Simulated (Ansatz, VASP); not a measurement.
Two plane-wave programs on TiPdSe4

```
CELL_PARAMETERS angstrom
0.00000 3.95190 3.95190
3.95190 0.00000 3.95190
3.95190 3.95190 0.00000
ATOMIC_POSITIONS crystal
Ti 0.75000 0.75000 0.75000
Pd 0.00000 0.00000 0.00000
Se 0.87442 0.37519 0.37519
Se 0.37519 0.37519 0.37519
Se 0.37519 0.87442 0.37519
Se 0.37519 0.37519 0.87442
```

Change from the starting cell: species swapped into the ErMnNi4 type (F-43m, No. 216).

Alike in both runs: functional PBE; k mesh 3 × 3 × 3; occupations gaussian, width 0.15 eV; collinear spin.

Ansatz relaxed the structure, and its values are those at the end. VASP's run is a single point on that final structure, the one shown.

|  | VASP | Ansatz |
| --- | --- | --- |
| version | VASP 6.6.1 | Ansatz 0.2.0 |
| potentials or method | VASP PAW PBE potentials, release 64 (Ti_sv, Pd, Se) | scalar-relativistic, plane waves, PAW |
| plane-wave cutoff (eV) | 520 | 420 |
| valence electrons in the cell | 46 | 94 |

VASP gave:

- gap on the k mesh at the Fermi level (eV): none
- pressure (GPa): -0.4
- rms of the force components (eV/Å): 0.055
- net moment per atom (μB): 0.00
- size of the moment on the site where the two differ most (μB): 0.00

Task: Estimate Ansatz's values.

Result: gap on the k mesh at the Fermi level (eV): none; pressure (GPa): 0.7; rms of the force components (eV/Å): 0.054; net moment per atom (μB): 0.14; size of the moment on the site where the two differ most (μB): 1.23.

The net moments differ so much that the two runs ended in different magnetic states, which moves the other rows too. Site moments also hang on the region over which each program counts them. A gap of «none» marks a metal or a gap that the smearing closes. The two sets of potentials don't hold the same shells in valence.

Caveats: the k mesh is coarse (spacing up to 0.46 Å⁻¹), so the values aren't converged.
